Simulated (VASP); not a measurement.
Entries from a set of simulations; values are calculated unless marked as measured.

### A slab model of Nb(110)

The cell holds 7 atoms: 7 Nb. Cell: a = 2.858 Å, b = 2.858 Å, c = 32.001 Å, α = 90.0°, β = 90.0°, γ = 70.5°. Vacuum lies along c.

```xyz
7
Lattice="2.3335 -1.6500 0.0000 2.3335 1.6500 0.0000 0.0000 0.0000 32.0007" Properties=species:S:1:pos:R:3
Nb    0.0000    0.0000    9.0000
Nb    2.3335    0.0000   11.3335
Nb    0.0000    0.0000   13.6669
Nb    2.3335    0.0000   16.0004
Nb    0.0000    0.0000   18.3338
Nb    2.3335    0.0000   20.6673
Nb    0.0000    0.0000   23.0007
```

```
method                                           : LDA; plane waves and PAW (Nb_pv) (and 1 further level or step)
program                                          : VASP 6.6.1
settings of one run                              : field 0.05, PAW datasets (Nb_pv), PAW release LDA 64, 18×18×1 k-mesh, ENCUT 300 eV, ISMEAR -1, SIGMA 0.1 eV
notes                                            : The cell in the plane was kept as given and was not relaxed here.
work function of the slab                        : 4.80 eV
polarisability per area of the slab or monolayer : 1.45 Å
```

The work function is 4.80 eV at both faces. No atom was relaxed.

[Lines on the potential files, build, host, timing and source positions are cut from VASP's logs without a mark.]

[Logs are printed without paths, hosts, clocks, repeated set-up lines and the standing remarks that a program may print on its own settings, such as how far it seeks lower states.]

[Hosts, paths, dates, database ids (printed as entryN), source tags and the programs' standing remarks are cut or masked in the printed files.]

[In band tables of VASP the shares of atoms and orbitals are scaled to a sum of 1 inside the atoms' spheres.]

[Runs that stopped without an error message from VASP are left out.]
